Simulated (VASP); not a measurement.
An input for Quantum ESPRESSO's pw.x (written as the equivalent of a VASP run, and not itself run):

```
&CONTROL
  calculation = 'scf'
  pseudo_dir = './pseudo'
  outdir = './out'
  tprnfor = .true.
  tstress = .true.
/
&SYSTEM
  ibrav = 0
  nat = 2
  ntyp = 1
  ecutwfc = 36
  occupations = 'smearing'
  smearing = 'gaussian'
  degauss = 0.003675
  input_dft = 'pbe'
/
&ELECTRONS
  conv_thr = 7.3e-08
  electron_maxstep = 100
/
ATOMIC_SPECIES
  Si 28.085 Si.upf
CELL_PARAMETERS angstrom
     0.0000000    2.7300940    2.6956830
     2.6977830    0.0000000    2.6956830
     2.6977830    2.7300940    0.0000000
ATOMIC_POSITIONS crystal
  Si   0.0000000  0.0000000  0.0000000
  Si   0.2413110  0.2586890  0.2586890
K_POINTS automatic
  8 8 8 0 0 0
```

Translate this input to VASP (INCAR, KPOINTS, POSCAR, choice of POTCAR).

This is not unique; one that fits is 
**KPOINTS**
```
Automatic mesh
0
Gamma
8 8 8
0 0 0
```

### INCAR
```
SYSTEM = Si
PREC = Accurate
ENCUT = 400
EDIFF = 1E-6
NELM = 100
ALGO = Normal
LREAL = .FALSE.
LASPH = .FALSE.
ISMEAR = 0
SIGMA = 0.05
GGA = PE
LWAVE = .FALSE.
LCHARG = .FALSE.
ISIF = 2
```

**POSCAR**
```
Si
1.0
  0.0000000000   2.7300940000   2.6956830000
  2.6977830000   0.0000000000   2.6956830000
  2.6977830000   2.7300940000   0.0000000000
Si
2
Cart
  0.0000000000   0.0000000000   0.0000000000
  1.3957735730   1.3650470000   1.3478415000
```

POTCAR, in this order: Si (PBE.64 set). Program: vasp_std.

The two are equivalent in intent, not identical: the potentials are each code's own (VASP's PAW set, PseudoDojo norm-conserving files in pw.x), so ENCUT and ecutwfc are chosen apart and not converted; conv_thr bounds pw.x's estimated SCF error, while EDIFF bounds the energy change between steps.

The compound is Si in the diamond structure. The cell was not relaxed at this level, atoms are displaced from their ideal sites. The run is one of a series of settings (LASPH = .FALSE. against the base run), some of them coarse on purpose.
